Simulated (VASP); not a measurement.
Consider the following.

```
CELL_PARAMETERS angstrom
      0.00000     2.96000     2.96000
      2.96000     0.00000     2.96000
      2.96000     2.96000     0.00000
ATOMIC_POSITIONS crystal
  Ca 0.00000 0.00000 0.00000
  Se 0.50000 0.50000 0.50000
```

Level of theory: G0W0 on PBE orbitals, VASP's PBE PAW potentials (set 64) (plane waves; VASP). Settings: PREC = Normal, 500 eV cut-off, 6×6×6 Γ-centred mesh, Gaussian smearing of 0.010 eV, potentials Ca_sv_GW Se_GW.

The mesh is coarse and the basis finite, so the quasiparticle values are not converged.

NBANDS = 120, ENCUTGW = 180 eV, NOMEGA = 64. The PBE levels (eV) that the step starts from are:

| state | KS energy | filling |
|---|---|---|
| k1 (0.00, 0.00, 0.00), band 5 | -8.14 | 2 |
| k1 (0.00, 0.00, 0.00), band 6 | 3.65 | 2 |
| k1 (0.00, 0.00, 0.00), band 7 | 3.65 | 2 |
| k1 (0.00, 0.00, 0.00), band 8 | 3.65 | 2 |
| k1 (0.00, 0.00, 0.00), band 9 | 6.97 | 0 |
| k1 (0.00, 0.00, 0.00), band 10 | 7.36 | 0 |
| k1 (0.00, 0.00, 0.00), band 11 | 7.36 | 0 |
| k1 (0.00, 0.00, 0.00), band 12 | 7.36 | 0 |
| k2 (0.17, 0.00, 0.00), band 5 | -7.98 | 2 |
| k2 (0.17, 0.00, 0.00), band 6 | 2.47 | 2 |
| k2 (0.17, 0.00, 0.00), band 7 | 3.26 | 2 |
| k2 (0.17, 0.00, 0.00), band 8 | 3.26 | 2 |
| k2 (0.17, 0.00, 0.00), band 9 | 7.28 | 0 |
| k2 (0.17, 0.00, 0.00), band 10 | 7.71 | 0 |
| k2 (0.17, 0.00, 0.00), band 11 | 7.71 | 0 |
| k2 (0.17, 0.00, 0.00), band 12 | 8.44 | 0 |
| k16 (-0.33, 0.50, 0.17), band 5 | -7.50 | 2 |
| k16 (-0.33, 0.50, 0.17), band 6 | 1.37 | 2 |
| k16 (-0.33, 0.50, 0.17), band 7 | 2.07 | 2 |
| k16 (-0.33, 0.50, 0.17), band 8 | 2.14 | 2 |
| k16 (-0.33, 0.50, 0.17), band 9 | 6.97 | 0 |
| k16 (-0.33, 0.50, 0.17), band 10 | 8.82 | 0 |
| k16 (-0.33, 0.50, 0.17), band 11 | 8.99 | 0 |
| k16 (-0.33, 0.50, 0.17), band 12 | 9.44 | 0 |

**Question.** Give the quasiparticle energies and renormalisation factors Z.

**Answer.** 
```
state                             QP energy (eV)     Z
--------------------------------  --------------  ----
k1 (0.00, 0.00, 0.00), band 5              -8.97  0.68
k1 (0.00, 0.00, 0.00), band 6               2.78  0.77
k1 (0.00, 0.00, 0.00), band 7               2.78  0.77
k1 (0.00, 0.00, 0.00), band 8               2.78  0.77
k1 (0.00, 0.00, 0.00), band 9               7.40  0.80
k1 (0.00, 0.00, 0.00), band 10              8.65  0.77
k1 (0.00, 0.00, 0.00), band 11              8.65  0.77
k1 (0.00, 0.00, 0.00), band 12              8.65  0.77
k2 (0.17, 0.00, 0.00), band 5              -8.80  0.68
k2 (0.17, 0.00, 0.00), band 6               1.56  0.76
k2 (0.17, 0.00, 0.00), band 7               2.44  0.76
k2 (0.17, 0.00, 0.00), band 8               2.44  0.76
k2 (0.17, 0.00, 0.00), band 9               8.23  0.78
k2 (0.17, 0.00, 0.00), band 10              9.08  0.76
k2 (0.17, 0.00, 0.00), band 11              9.08  0.76
k2 (0.17, 0.00, 0.00), band 12              9.16  0.78
k16 (-0.33, 0.50, 0.17), band 5            -8.26  0.68
k16 (-0.33, 0.50, 0.17), band 6             0.32  0.75
k16 (-0.33, 0.50, 0.17), band 7             1.10  0.75
k16 (-0.33, 0.50, 0.17), band 8             1.21  0.75
k16 (-0.33, 0.50, 0.17), band 9             7.94  0.78
k16 (-0.33, 0.50, 0.17), band 10           10.16  0.76
k16 (-0.33, 0.50, 0.17), band 11           10.65  0.74
k16 (-0.33, 0.50, 0.17), band 12           11.34  0.74
```
On the mesh the gap opens from 2.04 to 3.70 eV.

The compound is CaSe in the rock salt structure. The cell was not relaxed at this level.
